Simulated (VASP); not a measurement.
# TaAgO3 (Pm-3m) in VASP: single point with LDA

Aim: the single point of TaAgO3 with LDA.

All numbers are computed with VASP 6.6.1; they aren't measurements. Logs are shortened: lines on timing, memory, paths and dates and some standing lists are left out, and cuts for length are marked.

### 1 Starting point

It takes space group Pm-3m (No. 221, cubic). The conventional cell has a = 3.999 Å, b = 3.999 Å, c = 3.999 Å, α = 90.00°, β = 90.00°, γ = 90.00°. Ta (site symmetry m-3m) is surrounded by 6 O at 2.00 Å. Ag (site symmetry m-3m) has 12 O at 2.83 Å as nearest neighbours. O (site symmetry 4/mmm) has 2 Ta at 2.00 Å as nearest neighbours.

Measurements of this composition are mostly on another form, of space group No. 161.

### 2 Single point, LDA

Input file INCAR:

```
PREC = Accurate ; ENCUT = 520
EDIFF = 1E-6 ; ISMEAR = 0
SIGMA = 0.1 ; LREAL = F
LASPH = T ; NELM = 60
ALGO = Normal ; ISIF = 2
LWAVE = F ; LCHARG = T
LELF = T ; LVHAR = T
NBANDS = 28
```

Input file KPOINTS:

```
regular mesh
0
Gamma
  4 4 4
```

Input file POSCAR:

```
TaAgO3
1.0
    3.9993700000      0.0000000000      0.0000000000
    0.0000000000      3.9993700000      0.0000000000
    0.0000000000      0.0000000000      3.9993700000
Ta Ag O
1 1 3
Direct
    0.0000000000      0.0000000000      0.0000000000
    0.5000000000      0.5000000000      0.5000000000
    0.0000000000      0.0000000000      0.5000000000
    0.0000000000      0.5000000000      0.0000000000
    0.5000000000      0.0000000000      0.0000000000
```

Potentials or basis: VASP PAW LDA potentials, release 64 (Ta_pv, Ag, O).

Started as:

```
$ cat potpaw_LDA.64/Ta_pv/POTCAR potpaw_LDA.64/Ag/POTCAR potpaw_LDA.64/O/POTCAR > POTCAR
$ mpirun -np 1 vasp_std > vasp.out
```

OUTCAR:

```text
PREC = Accurate
   ENCUT = 520
   EDIFF = 1E-6
   ISMEAR = 0
   LREAL = F
   LASPH = T
   NELM = 60
   ISIF = 2

 ion  position               nearest neighbor table
   1  0.000  0.000  0.000-   3 2.00   4 2.00   5 2.00   3 2.00   4 2.00   5 2.00   2 3.46   2 3.46
                             2 3.46   2 3.46   2 3.46   2 3.46   2 3.46   2 3.46
   2  0.500  0.500  0.500-   1 3.46   1 3.46   1 3.46   1 3.46   1 3.46   1 3.46   1 3.46   1 3.46

   3  0.000  0.000  0.500-   1 2.00   1 2.00
   4  0.000  0.500  0.000-   1 2.00   1 2.00
   5  0.500  0.000  0.000-   1 2.00   1 2.00

  LATTYP: Found a simple cubic cell.
 ALAT       =     3.9993700000

  Lattice vectors:

 A1 = (   3.9993700000,   0.0000000000,   0.0000000000)
 A2 = (   0.0000000000,   3.9993700000,   0.0000000000)
 A3 = (   0.0000000000,   0.0000000000,   3.9993700000)

Analysis of symmetry for initial positions (statically):
=====================================================================
 Subroutine PRICEL returns:
 Original cell was already a primitive cell.

 Routine SETGRP: Setting up the symmetry group for a
 simple cubic supercell.

 Subroutine GETGRP returns: Found 48 space group operations
 (whereof 48 operations were pure point group operations)
 out of a pool of 48 trial point group operations.

The static configuration has the point symmetry O_h .

Analysis of symmetry for dynamics (positions and initial velocities):
=====================================================================
 Subroutine PRICEL returns:
 Original cell was already a primitive cell.

 Routine SETGRP: Setting up the symmetry group for a
 simple cubic supercell.

 Subroutine GETGRP returns: Found 48 space group operations
 (whereof 48 operations were pure point group operations)
 out of a pool of 48 trial point group operations.

The dynamic configuration has the point symmetry O_h .

 Subroutine INISYM returns: Found 48 space group operations
 (whereof 48 operations are pure point group operations),
 and found     1 'primitive' translations

----------------------------------------------------------------------------------------

                                     Primitive cell

  volume of cell :      63.9698

  direct lattice vectors                    reciprocal lattice vectors
     3.999370000  0.000000000  0.000000000     0.250039381  0.000000000  0.000000000
     0.000000000  3.999370000  0.000000000     0.000000000  0.250039381  0.000000000
     0.000000000  0.000000000  3.999370000     0.000000000  0.000000000  0.250039381

  length of vectors
     3.999370000  3.999370000  3.999370000     0.250039381  0.250039381  0.250039381

  position of ions in fractional coordinates (direct lattice)
     0.000000000  0.000000000  0.000000000
     0.500000000  0.500000000  0.500000000
     0.000000000  0.000000000  0.500000000
     0.000000000  0.500000000  0.000000000
     0.500000000  0.000000000  0.000000000

  ion indices of the primitive-cell ions
   primitive index   ion index
                 1           1
                 2           2
                 3           3
                 4           4
                 5           5

----------------------------------------------------------------------------------------

 KPOINTS: regular mesh

Automatic generation of k-mesh.
 Grid dimensions read from file:
 generate k-points for:    4    4    4

 Generating k-lattice:

  Cartesian coordinates                     Fractional coordinates (reciprocal lattice)
     0.062509845  0.000000000  0.000000000     0.250000000  0.000000000  0.000000000
     0.000000000  0.062509845  0.000000000     0.000000000  0.250000000  0.000000000
     0.000000000  0.000000000  0.062509845     0.000000000  0.000000000  0.250000000

  Length of vectors
     0.062509845  0.062509845  0.062509845

  Shift w.r.t. Gamma in fractional coordinates (k-lattice)
     0.000000000  0.000000000  0.000000000

 Subroutine IBZKPT returns following result:
 ===========================================

 Found     10 irreducible k-points:

 Following reciprocal coordinates:
            Coordinates               Weight
  0.000000  0.000000  0.000000      1.000000
  0.250000  0.000000  0.000000      6.000000
  0.500000  0.000000  0.000000      3.000000
  0.250000  0.250000  0.000000     12.000000
  0.500000  0.250000  0.000000     12.000000
  0.500000  0.500000  0.000000      3.000000
  0.250000  0.250000  0.250000      8.000000
  0.500000  0.250000  0.250000     12.000000
  0.500000  0.500000  0.250000      6.000000
  0.500000  0.500000  0.500000      1.000000
   k-points           NKPTS =     10   k-points in BZ     NKDIM =     10   number of bands    NBANDS=     28
   number of dos      NEDOS =    301   number of ions     NIONS =      5
   total plane-waves  NPLWV =  27000
   dimension x,y,z NGX =    30 NGY =   30 NGZ =   30
   dimension x,y,z NGXF=    60 NGYF=   60 NGZF=   60
   ions per type =               1   1   3
   NGX,Y,Z   is equivalent  to a cutoff of  12.47, 12.47, 12.47 a.u.
   NGXF,Y,Z  is equivalent  to a cutoff of  24.94, 24.94, 24.94 a.u.
 SYSTEM =  unknown system
   PREC   = accura    normal or accurate (medium, high low for compatibility)
   ISTART =      0    job   : 0-new  1-cont  2-samecut
   ICHARG =      2    charge: 1-file 2-atom 10-const
   ISPIN  =      1    spin polarized calculation?
   LNONCOLLINEAR =      F non collinear calculations
   LSORBIT =      F    spin-orbit coupling
   LASPH  =      T    aspherical Exc in radial PAW
   ENCUT  =  520.0 eV  38.22 Ry    6.18 a.u.   7.44  7.44  7.44*2*pi/ulx,y,z
   NELM   =     60;   NELMIN=  2; NELMDL= -5     # of ELM steps
   EDIFF  = 0.1E-05   stopping-criterion for ELM
   LREAL  =      F    real-space projection
   EDIFFG = 0.1E-04   stopping-criterion for IOM
   NSW    =      0    number of steps for IOM
   IBRION =     -1    ionic relax: 0-MD 1-quasi-New 2-CG
   NFREE  =      0    steps in history (QN), initial steepest desc. (CG)
   ISIF   =      2    stress and relaxation
   ISYM   =      2    0-nonsym 1-usesym 2-fastsym
   POTIM  = 0.5000    time-step for ionic-motion
   TEBEG  =    0.0;   TEEND  =   0.0 temperature during run
   PSTRESS=    0.0 pullay stress
   NELECT =      40.0000    total number of electrons
   NUPDOWN=      -1.0000    fix difference up-down
   EMIN   =  10.00;   EMAX   =-10.00  energy-range for DOS
   EFERMI =   0.00;   METHOD = LEGACY
   ISMEAR =     0;   SIGMA  =   0.10  broadening in eV -4-tet -1-fermi 0-gaus
   EFERMI_NEDOS =   21; number of points for ismear=-14 and -15
   IALGO  =     38    algorithm
   IMIX   =      4    mixing-type and parameters
     AMIX     =   0.40;   BMIX     =  1.00
     AMIX_MAG =   1.60;   BMIX_MAG =  1.00
  volume/ion in A,a.u.               =      12.79        86.34
  Fermi-wavevector in a.u.,A,eV,Ry     =   1.399920  2.645465 26.664374  1.959776
  Thomas-Fermi vector in A             =   2.522932
   LORBIT       =      0    0 simple, 1 ext, 2 COOP (PROOUT), +10 PAW based schemes
   GGA     = CA    functional components
   LHFCALC =     F    Hartree Fock is set to
   AEXX    =    0.0000 exact exchange contribution
   IVDW    =     0    specifies the selected vdW correction
   LEPSILON=     F    determine dielectric tensor
   LRPA    =     F    only Hartree local field effects (RPA)
 non-spin polarized calculation
 Gauss-broadening in eV      SIGMA  =   0.10
  energy-cutoff  :      520.00
  volume of cell :       63.97
 maximum number of plane-waves:      1750
 NGX is ok and might be reduce to    30
   NGX = 15   NGY = 15   NGZ = 15

 number of electron      39.9999968 magnetization

 Free energy of the ion-electron system (eV)
  ---------------------------------------------------
  ext. energy  EPLUGINS =         0.00000000
  ---------------------------------------------------
  free energy    TOTEN  =       -43.42940655 eV

  energy without entropy =      -43.42940655  energy(sigma->0) =      -43.42940655

 E-fermi :   3.6156     XC(G=0): -11.8055

 val. band max:        3.1094820630   @ k =   0.5000   0.5000   0.0000
 cond. band min:       4.5965440791   @ k =   0.0000   0.0000   0.0000
 fundamental gap:      1.4870620162
 Fermi energy:         3.6155886117

 k-point     1 :       0.0000    0.0000    0.0000
  band No.  band energies     occupation
      1     -31.2131      2.00000
      2     -31.2131      2.00000
      3     -31.2131      2.00000
      4     -14.5626      2.00000
      5     -13.7069      2.00000
      6     -13.7069      2.00000
[... 20 lines left out ...]
     27      14.7718      0.00000
     28      14.7718      0.00000

 k-point     2 :       0.2500    0.0000    0.0000
  band No.  band energies     occupation
      1     -31.2560      2.00000
      2     -31.2115      2.00000
      3     -31.2115      2.00000
      4     -14.3579      2.00000
      5     -13.6926      2.00000
      6     -13.3624      2.00000
[... 20 lines left out ...]
     27      12.1262      0.00000
     28      14.5672      0.00000

 k-point     3 :       0.5000    0.0000    0.0000
  band No.  band energies     occupation
      1     -31.2982      2.00000
      2     -31.2098      2.00000
      3     -31.2098      2.00000
      4     -14.2362      2.00000
      5     -13.6787      2.00000
      6     -12.8466      2.00000
[... 20 lines left out ...]
     27      12.3649      0.00000
     28      14.4896      0.00000

 k-point     4 :       0.2500    0.2500    0.0000
  band No.  band energies     occupation
      1     -31.2544      2.00000
      2     -31.2539      2.00000
      3     -31.2098      2.00000
      4     -14.1315      2.00000
      5     -13.4351      2.00000
      6     -13.2833      2.00000
[... 20 lines left out ...]
     27      12.1261      0.00000
     28      12.7077      0.00000

 k-point     5 :       0.5000    0.2500    0.0000
  band No.  band energies     occupation
      1     -31.2962      2.00000
      2     -31.2524      2.00000
      3     -31.2081      2.00000
      4     -14.0255      2.00000
      5     -13.3502      2.00000
      6     -12.8207      2.00000
[... 20 lines left out ...]
     27      12.6285      0.00000
     28      13.4312      0.00000

 k-point     6 :       0.5000    0.5000    0.0000
  band No.  band energies     occupation
      1     -31.2943      2.00000
      2     -31.2943      2.00000
      3     -31.2064      2.00000
      4     -13.9502      2.00000
      5     -12.7946      2.00000
      6     -12.7946      2.00000
[... 20 lines left out ...]
     27      11.1488      0.00000
     28      12.5795      0.00000

 k-point     7 :       0.2500    0.2500    0.2500
  band No.  band energies     occupation
      1     -31.2527      2.00000
      2     -31.2522      2.00000
      3     -31.2522      2.00000
      4     -13.7456      2.00000
      5     -13.2717      2.00000
      6     -13.2717      2.00000
[... 20 lines left out ...]
     27      12.2272      0.00000
     28      12.8820      0.00000

 k-point     8 :       0.5000    0.2500    0.2500
  band No.  band energies     occupation
      1     -31.2944      2.00000
      2     -31.2508      2.00000
      3     -31.2505      2.00000
      4     -13.5733      2.00000
      5     -13.2599      2.00000
      6     -12.8033      2.00000
[... 20 lines left out ...]
     27      12.3944      0.00000
     28      13.4478      0.00000

 k-point     9 :       0.5000    0.5000    0.2500
  band No.  band energies     occupation
      1     -31.2925      2.00000
      2     -31.2925      2.00000
      3     -31.2489      2.00000
      4     -13.4113      2.00000
      5     -12.7857      2.00000
      6     -12.7857      2.00000
[... 20 lines left out ...]
     27      12.9354      0.00000
     28      12.9529      0.00000

 k-point    10 :       0.5000    0.5000    0.5000
  band No.  band energies     occupation
      1     -31.2907      2.00000
      2     -31.2907      2.00000
      3     -31.2907      2.00000
      4     -12.7765      2.00000
      5     -12.7765      2.00000
      6     -12.7765      2.00000
[... 20 lines left out ...]
     27      13.0766      0.00000
     28      15.2807      0.00000

------------------------ aborting loop because EDIFF is reached ----------------------------------------

  FORCE on cell =-STRESS in cart. coord.  units (eV):
  Direction    XX          YY          ZZ          XY          YZ          ZX
  --------------------------------------------------------------------------------------
  -------------------------------------------------------------------------------------
  Total       -4.6658547     -4.6658547     -4.6658547     -0.0000000     -0.0000000      0.0000000
  in kB     -116.8603121   -116.8603121   -116.8603121     -0.0000000     -0.0000000      0.0000000
  external PRESSURE =    -116.8603121 kB  Pullay stress =       0.0000000 kB

 VOLUME and BASIS-vectors are now :
 -----------------------------------------------------------------------------
  energy-cutoff  :      520.00
  volume of cell :       63.97
      direct lattice vectors                 reciprocal lattice vectors
     3.999370000  0.000000000  0.000000000     0.250039381  0.000000000  0.000000000
     0.000000000  3.999370000  0.000000000     0.000000000  0.250039381  0.000000000
     0.000000000  0.000000000  3.999370000     0.000000000  0.000000000  0.250039381

 POSITION                                       TOTAL-FORCE (eV/Angst)
 -----------------------------------------------------------------------------------
      0.00000      0.00000      0.00000         0.000000      0.000000      0.000000
      1.99968      1.99968      1.99968         0.000000      0.000000      0.000000
      0.00000      0.00000      1.99968         0.000000      0.000000      0.000000
      0.00000      1.99968      0.00000         0.000000      0.000000      0.000000
      1.99968      0.00000      0.00000         0.000000      0.000000      0.000000
 -----------------------------------------------------------------------------------
    total drift:                                0.000000     -0.000000      0.000000

  FREE ENERGIE OF THE ION-ELECTRON SYSTEM (eV)
  ---------------------------------------------------
  free  energy   TOTEN  =       -43.4294065462 eV

  energy  without entropy=      -43.4294065462  energy(sigma->0) =      -43.42940655
```

Run time: 16 s. Hardware: 1 thread of Intel Xeon 6975P-C (Granite Rapids), shared host; peak memory 0.16 GiB.

What came out:

* Free energy: -43.4294 eV
* Pressure: -11.7 GPa
* Band gap on the k mesh: 1.49 eV, indirect (least direct gap 2.06 eV)

Levels at points of the mesh, in eV from the valence-band top:
```tsv
k point	band 16	band 17	band 18	band 19	band 20	band 21	band 22	band 23	band 24	band 25
(0.00, 0.00, 0.00)	-1.38	-1.38	-1.10	-1.10	-1.10	1.49	2.03	2.03	2.03	6.33
(0.50, 0.00, 0.00)	-1.52	-1.41	-0.25	-0.19	-0.19	1.87	4.54	4.54	4.72	5.95
(0.50, 0.50, 0.00)	-1.40	-1.31	-0.59	-0.59	0.00	4.60	4.60	4.97	6.01	7.34
(0.50, 0.50, 0.50)	-1.31	-1.31	-0.32	-0.32	-0.32	3.15	5.94	5.94	5.94	9.97
```

Caveat: spin-orbit coupling is left out, which moves the levels of the heavy elements. Expect the measured gap to be larger: semilocal functionals such as LDA lack the derivative discontinuity.
